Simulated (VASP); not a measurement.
Given:

```
InPd
1.0
    3.36685     0.00000     0.00000
    0.00000     3.36685     0.00000
    0.00000     0.00000     3.36685
In Pd
1 1
Direct
  0.50000   0.50000   0.50000
  0.00000   0.00000   0.00000
```

These are revPBE GGA, VASP's PBE PAW potentials (set 64) (plane waves; VASP) values and carry that method's errors. Settings: 520 eV cut-off, 11×11×11 Γ-centred mesh, first-order Methfessel-Paxton smearing of 0.10 eV, potentials In_d Pd.

Give the stress tensor in GPa (positive for a compressed cell).

```
-3.24   0.00   0.00
 0.00  -3.24   0.00
 0.00   0.00  -3.24
```
The pressure is its mean diagonal, -3.24 GPa.

The compound is PdIn in the CsCl type structure. This cell is one point of a volume scan, at 1.03 of the reference volume. The electron count is odd and the run is not spin-polarised, which forces a metal.
